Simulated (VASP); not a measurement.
These are HSE06 screened hybrid, VASP's PBE PAW potentials (set 64) (plane waves; VASP) values and carry that method's errors.

The input files of a VASP run:

File KPOINTS:
```
Automatic mesh
0
Gamma
5 5 7
0 0 0
```

INCAR:
```
# general
SYSTEM  =MgH2
PREC    =Accurate
ENCUT   =300
LREAL   =F
LASPH   =T
ISYM    =3

# electronic loop
EDIFF   =1E-6
NELM    =100
ALGO    =Normal

# smearing
ISMEAR  =0
SIGMA   =0.01

# functional
GGA     =PE
LHFCALC =T
AEXX    =0.25
HFSCREEN=0.2
PRECFOCK=Fast

# ions
ISIF    =2

# output
LWAVE   =F
LCHARG  =F
```

### POSCAR
```
MgH2
1
    4.4766900000     0.0000000000     0.0000000000
    0.0000000000     4.4766900000     0.0000000000
    0.0000000000     0.0000000000     2.9925400000
Mg H
2 4
Direct
  0.5041120000   0.4885650000   0.4774460000
  0.0117420000   0.0133140000   0.0046840000
  0.6859050000   0.6823980000  -0.0028430000
  0.2954450000   0.3119490000   0.0138500000
  0.8052410000   0.2024920000   0.4945840000
  0.1975550000   0.8012820000   0.5122790000
```

POTCAR, in this order: Mg H (PBE.64 set). Program: vasp_std.

Task: Predict the energy per atom (σ→0), largest force.

Result: 
* **energy per atom (σ→0)**: -3.318 eV/atom
* **largest force**: 0.666 eV/Å

**OSZICAR**
```
...
DAV:  14    -0.199086780630E+02   -0.65954E-04   -0.25367E-05  1888   0.446E-02    0.473E-02
DAV:  15    -0.199087082721E+02   -0.30209E-04   -0.96024E-06  1880   0.280E-02    0.300E-02
DAV:  16    -0.199087219795E+02   -0.13707E-04   -0.39529E-06  1888   0.181E-02    0.191E-02
DAV:  17    -0.199087281951E+02   -0.62156E-05   -0.16853E-06  1752   0.119E-02    0.121E-02
DAV:  18    -0.199087310125E+02   -0.28174E-05   -0.70998E-07  1168   0.785E-03    0.767E-03
DAV:  19    -0.199087322943E+02   -0.12817E-05   -0.35341E-07  1016   0.576E-03    0.489E-03
DAV:  20    -0.199087328831E+02   -0.58885E-06   -0.14219E-07   960   0.368E-03
   1 F= -.19908733E+02 E0= -.19908733E+02  d E =-.756523E-27
```

The structure comes from a computed database's MgH2 entry; how it stands against other phases isn't given here. The cell was not relaxed at this level, atoms are displaced from their ideal sites. The run is one of a series of settings (HFRCUT removed, HFSCREEN = 0.2 against the base run), some of them coarse on purpose.
